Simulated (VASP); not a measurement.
These are PBEsol GGA, VASP's PBE PAW potentials (set 64) (plane waves; VASP) values and carry that method's errors.

A VASP calculation is set up with these files.

KPOINTS:
```
Automatic mesh
0
Gamma
6 6 1
0 0 0
```

POSCAR:
```
HgI2
1
    4.1375698460     0.0000004962    -0.0000000000
   -2.0687839505     3.5832381904    -0.0000000000
   -0.0000000000     0.0000000000    16.6586565862
Hg I
1 2
Direct
  0.6666670000   0.3333330000   0.5000000000
  0.3333330000   0.6666670000   0.3868713245
  0.3333330000   0.6666670000   0.6131286755
```

INCAR:
```
SIGMA=0.05   ! width (eV)
SYSTEM=HgI2
LREAL=.FALSE.   ! projection in real space or not
NSW=60
IBRION=2   ! conjugate gradients
ALGO=Normal   ! blocked Davidson
LASPH=.TRUE.
EDIFFG=-0.02   ! ionic stop
LWAVE=.FALSE.
GGA=PS
ISIF=4
PREC=Accurate
NELM=100   ! most electronic steps
ENCUT=400   ! plane-wave cut-off (eV)
ISMEAR=0   ! Gaussian
LMAXMIX=6
LCHARG=.FALSE.
EDIFF=1E-6
```

POTCAR, in this order: Hg I (PBE.64 set). Program: vasp_std.

The cell holds a wide vacuum, so values per volume refer to the whole cell. Unless said otherwise, spin-orbit coupling is left out, though it shifts the bands of the heavy elements here.

Question: Estimate the energy per atom (σ→0), band gap (on the k-mesh).

Answer: 
* **energy per atom (σ→0)**: -1.456 eV/atom
* **band gap (on the k-mesh)**: 0.95 eV

File OSZICAR:
```
...
DAV:  13    -0.436876604739E+01   -0.27724E-04   -0.31973E-06   249   0.152E-02    0.477E-03
DAV:  14    -0.436880193314E+01   -0.35886E-04   -0.51531E-06   227   0.782E-03    0.222E-03
DAV:  15    -0.436881677005E+01   -0.14837E-04   -0.27503E-06   244   0.769E-03    0.145E-03
DAV:  16    -0.436882283947E+01   -0.60694E-05   -0.12622E-06   238   0.446E-03    0.751E-04
DAV:  17    -0.436882392372E+01   -0.10843E-05   -0.13053E-07   239   0.232E-03    0.915E-04
DAV:  18    -0.436882503647E+01   -0.11128E-05   -0.17399E-07   228   0.175E-03    0.470E-04
DAV:  19    -0.436882522107E+01   -0.18460E-06   -0.15988E-08   218   0.546E-04
   1 F= -.43688252E+01 E0= -.43688252E+01  d E =-.436883E+01
```

The cell is a sheet with vacuum, built from a generated structure.
